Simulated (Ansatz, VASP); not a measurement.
CrN2 in VASP and in Ansatz

INCAR

```
SYSTEM = CrN2
  PREC = Accurate
  ENCUT = 520
  EDIFF = 1E-7
  ISMEAR = -1
  SIGMA = 0.05
  LREAL = .False.
  LASPH = .True.
  NELM = 150
  ALGO = Normal
  ISIF = 2
  LWAVE = .False.
  LCHARG = .False.
  ISPIN = 2
  MAGMOM = 3 3 0 0 0 0
  LORBIT = 11
  LMAXMIX = 4
  GGA = PE
  NBANDS = 35
```

The input KPOINTS:

```
Automatic mesh
0
Gamma
  7 6 10
  0 0 0
```

POSCAR

```
CrN2
1.0
    3.9531311776      0.0000000000      0.0000000000
    0.0000000000      4.8728023106      0.0000000000
    0.0000000000      0.0000000000      2.8208080173
Cr N
2 4
Direct
    0.0000000000      0.0000000000      0.0000000000
    0.5000000000      0.5000000000      0.5000000000
    0.8661700000      0.5887750000      0.0000000000
    0.1338300000      0.4112250000      0.0000000000
    0.3661700000      0.9112250000      0.5000000000
    0.6338300000      0.0887750000      0.5000000000
```

Contents of input.yaml:

```yaml
crystal:
  lattice:
    - [3.9531311776, 0.0, 0.0]
    - [0.0, 4.8728023106, 0.0]
    - [0.0, 0.0, 2.8208080173]
  atoms:
    - { symbol: Cr, position: [0.0, 0.0, 0.0], spin: 3.0 }
    - { symbol: Cr, position: [0.5, 0.5, 0.5], spin: 3.0 }
    - { symbol: "N", position: [0.86617, 0.588775, 0.0] }
    - { symbol: "N", position: [0.13383, 0.411225, 0.0] }
    - { symbol: "N", position: [0.36617, 0.911225, 0.5] }
    - { symbol: "N", position: [0.63383, 0.088775, 0.5] }
hamiltonian:
  xc: pbe
  pseudopotentials: { kind: paw }
magnetization:
  spin_polarized: true
kpoints:
  mp_grid: { grid: [7, 6, 10] }
scf:
  occupations: { method: fermi_dirac, width: 0.05 }
output:
  forces: true
  stress: true
  eigenvalues: true
  write_density: true
  write_potential: true
  elf: true
  volumetric_format: npy
```

Change from the starting cell: volume scaled by 1.04.

Alike in both runs: task single point; functional PBE; k mesh 7 × 6 × 10; occupations fermi-dirac, width 0.05 eV; collinear spin, ferromagnetic start.

```csv
,VASP,Ansatz
version,VASP 6.6.1,Ansatz 0.2.0
potentials or method,"VASP PAW PBE potentials, release 64 (Cr_pv, N)",Ansatz PAW
plane-wave cutoff (eV),520,420
valence electrons in the cell,44,48
```

```csv
,VASP,Ansatz,Ansatz less VASP
gap on the k mesh at the Fermi level (eV),none,none,-
pressure (GPa),-9.9,-10.2,-0.32
largest component of the traceless stress (GPa),3.74,3.89,+0.148
rms of the force components (eV/Å),0.160,0.168,+0.0078
net moment per atom (μB),0.72,0.72,0.000
size of the moment on the site where the two differ most (μB),2.28,1.96,-0.317
```

Site moments also hang on the region over which each program counts them. Atom by atom the forces differ by 0.008 eV/Å (rms over components). A gap of «none» marks a metal or a gap that the smearing closes. With one functional, cell and mesh, what is left measures potentials, basis and numerics. The two sets of potentials don't hold the same shells in valence.

Caveats: only a ferromagnetic start was run, and an antiferromagnetic order may lie lower in energy; the pressure holds a Pulay correction of +0.7 GPa for the finite cutoff (Ansatz).
